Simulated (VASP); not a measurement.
Here is the system:

```xyz
2
Lattice="3.9441 0.0000 0.0000 0.0000 3.9441 0.0000 0.0000 0.0000 3.9441" Properties=species:S:1:pos:R:3 pbc="T T T"
Gd     0.0000     0.0000     0.0000
Bi     1.9720     1.9720     1.9720
```
Starting moments (μB, in the order of the record's atoms Gd Bi): 7.0 0.0.

Method: PBE GGA, VASP's PBE PAW potentials (set 64) (plane waves; VASP). Settings: 300 eV cut-off, 7×7×7 Γ-centred mesh, Gaussian smearing of 0.050 eV, potentials Gd Bi_d.

At this cut-off the stress carries a Pulay error, which pulls relaxed volumes low. Energy and stress use the plane-wave basis of the starting cell.

Question: The ions, cell shape and volume are relaxed. Which structure does the run end with?

Answer: 
```xyz
2
Lattice="3.9175 0.0000 0.0000 0.0000 3.9175 0.0000 0.0000 0.0000 3.9175" Properties=species:S:1:pos:R:3 pbc="T T T"
Gd     0.0000     0.0000     0.0000
Bi     1.9588     1.9588     1.9588
```
Space group Pm-3m (221), at a tolerance of 0.03 Å. The cell ends with 7.21 μB, on the sites 6.83 -0.06 μB.

Question: How do energy and volume change from the first to the last step?

Answer: The energy (σ→0) changes by -1.9 meV/atom and the volume by -2.0 %, in 3 ionic steps.

The structure was generated: GdBi was put into an ordered model structure, which need not be its known phase. This run relaxes it. Symmetry was kept, so distortions that lower it aren't found. The run is one of a series of settings (EDIFFG = -0.01, IBRION = 2, ISIF = 3, NSW = 50 against the base run), some of them coarse on purpose.
